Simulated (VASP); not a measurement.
Si (space group Cmcm): computed properties

The numbers are results of r2SCAN meta-GGA, VASP's PBE PAW potentials (set 64) (plane waves; VASP), not measurements.

| Item | Value |
|---|---|
| space group | Cmcm (63) |
| cell | a = 3.832 Å, b = 10.707 Å, c = 12.669 Å, α = 90.00°, β = 90.00°, γ = 90.00° |
| volume per atom | 21.66 Å^3/atom |
| band gap (over mesh and band path) | 0.70 eV |
| smallest direct gap (over mesh and band path) | 0.78 eV |
| band-edge character | indirect, Y to Γ-Y at 0.75 |
| density | 2.15 g/cm³ |

```
CELL_PARAMETERS angstrom
      1.91581    -5.35334     0.00000
      1.91581     5.35334     0.00000
      0.00000     0.00000    12.66942
ATOMIC_POSITIONS crystal
  Si 0.75719 0.24281 0.94509
  Si 0.24281 0.75719 0.05491
  Si 0.24281 0.75719 0.44509
  Si 0.75719 0.24281 0.55491
  Si 0.42888 0.57112 0.15724
  Si 0.57112 0.42888 0.84276
  Si 0.57112 0.42888 0.65724
  Si 0.42888 0.57112 0.34276
  Si 0.97123 0.02877 0.90938
  Si 0.02877 0.97123 0.09062
  Si 0.02877 0.97123 0.40938
  Si 0.97123 0.02877 0.59062
```

The path is coarsely sampled, so an indirect gap can come out somewhat too large.

The structure comes from a computed database's Si entry (Cmcm); how it stands against other phases isn't given here. It was relaxed first. Symmetry was kept, so distortions that lower it aren't found.
